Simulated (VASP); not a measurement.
```
CELL_PARAMETERS angstrom
     -1.92911     1.92911     6.53101
      1.92911    -1.92911     6.53101
      1.92911     1.92911    -6.53101
ATOMIC_POSITIONS crystal
  Ti 0.75000 0.75000 0.00000
  Ti 0.50000 0.00000 0.50000
  Sb 0.16600 0.16600 0.00000
  Sb 0.91600 0.41600 0.50000
```

The base run (VASP): PBE GGA, plane waves, VASP's PBE PAW potentials (set 64). Run with 400 eV cut-off, 10×10×10 Γ-centred mesh, first-order Methfessel-Paxton smearing of 0.10 eV, potentials Ti_sv Sb.

One setting is varied; ΔE counts from the most expensive setting. The base run took about 8 core-minutes. Costs are core time on shared hosts, one run each; read them as rough ratios.

Pressures at a finite cut-off, here 400 eV, hold a Pulay part, which wasn't tested here.

| setting | cost over the base run | electronic steps | ΔE (meV/atom) | pressure (GPa) |
|---|---|---|---|---|
| KPOINTS 1×1×1 Γ-centred mesh | about 1/20 | 16 | 1819.4 | -1.46 |
| KPOINTS 4×4×4 Γ-centred mesh | about 1/7 | 14 | -0.3 | -8.67 |
| KPOINTS 7×7×7 Γ-centred mesh | about 1/3 | 14 | -0.2 | -8.72 |
| KPOINTS 8×8×8 Γ-centred mesh | about 1/2 | 14 | -0.2 | -8.73 |
| KPOINTS 9×9×9 Γ-centred mesh | within a factor of 2 | 14 | -0.1 | -8.73 |
| base run | reference | 14 | 0.0 | -8.72 |

Left out are runs that failed, have no time on record or changed the cell.

The structure was generated: TiSb was put into the NbAs type (I4_1md), which need not be its known phase. The cell was not relaxed at this level.
